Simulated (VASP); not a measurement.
A run of VASP 6.6.1 is set up as follows.

File INCAR:

```
SYSTEM = GeB2C2
PREC = Accurate
ENCUT = 520
EDIFF = 1E-7
ISMEAR = 0
SIGMA = 0.02
LREAL = .False.
LASPH = .True.
NELM = 80
ALGO = Fast
ISIF = 2
LWAVE = .False.
LCHARG = .False.
GGA = PE
NBANDS = 22
KPAR = 4
```

Contents of KPOINTS:

```
Automatic mesh
0
Gamma
  8 4 4
  0 0 0
```

Contents of POSCAR:

```
GeB2C2
1.0
    2.7541330000      0.0000000000      0.0000000000
   -0.0001650000      4.6749860000      0.0000000000
   -0.0564290000     -0.3560070000      5.4587710000
Ge B C
1 2 2
Direct
    0.9779890000      0.0193660000      0.1660340000
    0.4852150000      0.1708330000      0.5043280000
    0.9842010000      0.6580640000      0.4615110000
    0.9846520000      0.3280800000      0.4758290000
    0.4842800000      0.8310970000      0.4644290000
```

Potentials or basis: VASP PAW PBE potentials, release 64 (Ge_d, B, C).

Command:

```console
$ cat potpaw_PBE.64/Ge_d/POTCAR potpaw_PBE.64/B/POTCAR potpaw_PBE.64/C/POTCAR > POTCAR
$ mpirun -np 4 vasp_std > vasp.out
```

(1) Estimate the largest force.

(2) Predict the pressure.

## Answers

(1) 0.033 eV/Å.

(2) 0.1 GPa.
